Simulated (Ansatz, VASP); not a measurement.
# LiAl2BrN6: VASP beside Ansatz

```
CELL_PARAMETERS angstrom
5.21896 0.00000 0.00000
-2.60948 4.51975 0.00000
0.00000 0.00000 7.32358
ATOMIC_POSITIONS crystal
Li 0.00000 0.00000 0.00000
Al 0.33330 0.66670 0.00000
Al 0.66670 0.33330 0.00000
N 0.00000 0.63615 0.13340
N 0.36385 0.36385 0.13340
N 0.63615 0.00000 0.13340
N 0.36385 0.00000 0.86660
N 0.63615 0.63615 0.86660
N 0.00000 0.36385 0.86660
Br 0.00000 0.00000 0.50000
```

The cell was built by a generator and needn't be a form met in nature.

Alike in both runs: task single point; functional PBE; k mesh 4 × 4 × 3; no spin polarisation.

```csv
,VASP,Ansatz
version,VASP 6.6.1,Ansatz 0.2.0
potentials or method,"VASP PAW PBE potentials, release 64 (Li_sv, Al, N, Br)",PAW plane waves
plane-wave cutoff (eV),520,420
occupations,"fermi-dirac, width 0.1 eV",fermi-dirac
valence electrons in the cell,46,46
```

|  | VASP | Ansatz | Ansatz less VASP |
| --- | --- | --- | --- |
| gap on the k mesh at the Fermi level (eV) | none | none | - |
| rms of the force components (eV/Å) | 0.594 | 0.594 | -0.0001 |

Atom by atom the forces differ by 0.002 eV/Å (rms over components). A gap of «none» marks a metal or a gap that the smearing closes. Ansatz warned: «structure_snapped_to_symmetry».

Caveats: forces of over 1 eV/Å show positions far from the minimum, so gaps and moduli don't describe the material at rest.
